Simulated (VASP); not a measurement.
```
ScC
1.0
    3.15341     0.00000     0.00000
   -1.57670     2.73093     0.00000
    0.00000     0.00000     5.86125
Sc C
2 2
Direct
  0.00000   0.00000   0.00000
  0.00000   0.00000   0.50000
  0.33333   0.66667   0.25000
  0.66667   0.33333   0.75000
```

The numbers are results of LDA (Ceperley-Alder, Perdew-Zunger), VASP's LDA PAW potentials (set 64) (plane waves; VASP), not measurements. Settings: 520 eV cut-off, 12×12×6 Γ-centred mesh, tetrahedra with Blöchl corrections, potentials Sc_sv C.

Question: What does the run give for the energy per atom (σ→0), band gap (on the k-mesh) with the smallest direct gap where there is one?

Answer: 
```
Quantity                                                    Result
------------------------  ----------------------------------------
band gap (on the k-mesh)  none (metal, semimetal or under 0.01 eV)
energy per atom (σ→0)                               -8.316 eV/atom
```

The structure was generated: ScC was put into the NiAs type type (P6_3/mmc), which need not be its known phase. It was relaxed first, which changed the volume by -30 %.
